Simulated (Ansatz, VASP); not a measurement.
# One calculation of InTe4, two programs

```
CELL_PARAMETERS angstrom
-3.08446 3.08446 5.48257
3.08446 -3.08446 5.48257
3.08446 3.08446 -5.48257
ATOMIC_POSITIONS crystal
In 0.00000 0.00000 0.00000
Te 0.50000 0.50000 0.50000
Te 0.00000 0.00000 0.50000
Te 0.50000 0.00000 0.00000
Te 0.00000 0.50000 0.00000
```

Alike in both runs: functional PBE; k mesh 4 × 4 × 4; occupations gaussian, width 0.2 eV; no spin polarisation.

Ansatz relaxed the structure, and its values are those at the end. VASP's run is a single point on that final structure, the one shown.

|  | VASP | Ansatz |
| --- | --- | --- |
| version | VASP 6.6.1 | Ansatz 0.2.0 |
| potentials or method | VASP PAW PBE potentials, release 64 (In_d, Te) | scalar-relativistic, plane waves, PAW |
| plane-wave cutoff (eV) | 520 | 420 |
| valence electrons in the cell | 37 | 77 |

|  | VASP | Ansatz | Ansatz less VASP |
| --- | --- | --- | --- |
| gap on the k mesh at the Fermi level (eV) | none | none | - |
| pressure (GPa) | 0.3 | 0.3 | +0.03 |

A gap of «none» marks a metal or a gap that the smearing closes. The two sets of potentials don't hold the same shells in valence.

Caveats: the k mesh is coarse (spacing up to 0.36 Å⁻¹), so the values aren't converged. The runs have no spin-orbit coupling, so splittings on Te are missing.
